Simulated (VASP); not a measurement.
Given:

```
MoS2
1.0
    1.54329    -2.67305     0.00000
    1.54329     2.67305     0.00000
    0.00000     0.00000    11.48403
Mo S
2 4
Direct
  0.33333   0.66667   0.25000
  0.66667   0.33333   0.75000
  0.33333   0.66667   0.88568
  0.66667   0.33333   0.38568
  0.66667   0.33333   0.11432
  0.33333   0.66667   0.61432
```

All values below come from LDA (Ceperley-Alder, Perdew-Zunger), VASP's LDA PAW potentials (set 64) (plane waves; VASP). Numerical set-up: 500 eV cut-off, 8×8×2 Γ-centred mesh, Gaussian smearing of 0.050 eV, potentials Mo_sv S.

Energy and stress use the plane-wave basis of the starting cell.

The ions, cell shape and volume at an external pressure of 10.0 GPa are relaxed. Which structure does the run end with?

```
MoS2
1.0
    1.52636    -2.64374     0.00000
    1.52636     2.64374     0.00000
    0.00000     0.00000    11.23340
Mo S
2 4
Cartesian
  1.52636   0.88125   2.80835
  1.52636  -0.88125   8.42505
  1.52636   0.88125   9.98801
  1.52636  -0.88125   4.37131
  1.52636  -0.88125   1.24538
  1.52636   0.88125   6.86208
```
Space group P6_3/mmc (194), at a tolerance of 0.03 Å.

How do energy and volume change from the first to the last step?

The energy (σ→0) changes by +31.7 meV/atom and the volume by -4.3 %, in 9 ionic steps.

```json
[
 {"step": "1", "E(σ→0) (eV)": "-48.8542", "max force (eV/Å)": "0.000", "pressure (GPa)": "5.04", "volume (Å³)": "94.75"},
 {"step": "2", "E(σ→0) (eV)": "-48.3313", "max force (eV/Å)": "1.315", "pressure (GPa)": "21.54", "volume (Å³)": "88.20"},
 {"step": "3", "E(σ→0) (eV)": "-48.7523", "max force (eV/Å)": "0.403", "pressure (GPa)": "9.91", "volume (Å³)": "92.55"},
 {"step": "4", "E(σ→0) (eV)": "-48.7158", "max force (eV/Å)": "0.144", "pressure (GPa)": "9.89", "volume (Å³)": "91.68"},
 {"step": "5", "E(σ→0) (eV)": "-48.6960", "max force (eV/Å)": "0.044", "pressure (GPa)": "9.88", "volume (Å³)": "91.33"},
 {"step": "6", "E(σ→0) (eV)": "-48.6719", "max force (eV/Å)": "0.039", "pressure (GPa)": "10.26", "volume (Å³)": "90.81"},
 {"step": "7", "E(σ→0) (eV)": "-48.6538", "max force (eV/Å)": "0.033", "pressure (GPa)": "10.50", "volume (Å³)": "90.50"},
 {"step": "8", "E(σ→0) (eV)": "-48.6871", "max force (eV/Å)": "0.123", "pressure (GPa)": "8.80", "volume (Å³)": "91.06"},
 {"step": "9", "E(σ→0) (eV)": "-48.6640", "max force (eV/Å)": "0.013", "pressure (GPa)": "10.02", "volume (Å³)": "90.66"}
]
```

The compound is MoS2 in the 2H layered structure. This run relaxes it under an external pressure of 10 GPa. Symmetry was kept, so distortions that lower it aren't found.
